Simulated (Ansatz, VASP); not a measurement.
**Al18H3C in VASP and in Ansatz**

```
CELL_PARAMETERS angstrom
5.72757 0.00000 0.00000
4.29567 7.44032 0.00000
0.00000 0.00000 16.67654
ATOMIC_POSITIONS crystal
Al 0.16667 0.11111 0.05996
Al 0.66667 0.11111 0.05996
Al 0.16667 0.44444 0.05996
Al 0.66667 0.44444 0.05996
Al 0.16667 0.77778 0.05996
Al 0.66667 0.77778 0.05996
Al 0.82776 0.22639 0.19506
Al 0.32991 0.22437 0.19495
Al 0.84077 0.55272 0.19634
Al 0.33461 0.55312 0.19621
Al 0.83034 0.89114 0.19925
Al 0.33185 0.89267 0.19712
Al 0.97908 0.01808 0.33112
Al 0.48325 0.00473 0.33490
Al 0.00579 0.32389 0.33337
Al 0.50087 0.32567 0.33631
Al 0.03953 0.63693 0.33595
Al 0.52593 0.65061 0.33087
C 0.70663 0.76948 0.40490
H 0.18793 0.78430 0.37430
H 0.72356 0.86827 0.44420
H 0.67373 0.68638 0.44987
```

Alike in both runs: functional PBEsol; k mesh 3 × 2 × 1; occupations gaussian, width 0.05 eV; no spin polarisation.

Ansatz relaxed the structure, and its values are those at the end. VASP's run is a single point on that final structure, the one shown.

```csv
,VASP,Ansatz
version,VASP 6.6.1,Ansatz 0.2.0
potentials or method,"VASP PAW PBE potentials, release 64 (Al, C, H)","scalar-relativistic, plane waves, PAW"
plane-wave cutoff (eV),520,420
valence electrons in the cell,61,61
```

|  | VASP | Ansatz | Ansatz less VASP |
| --- | --- | --- | --- |
| rms of the force components (eV/Å) | 0.043 | 0.043 | -0.0005 |

Caveats: the k mesh is coarse (spacing up to 0.42 Å⁻¹), so the values aren't converged; the PAW data sets were made with another functional, which shifts forces and pressure a little (VASP).
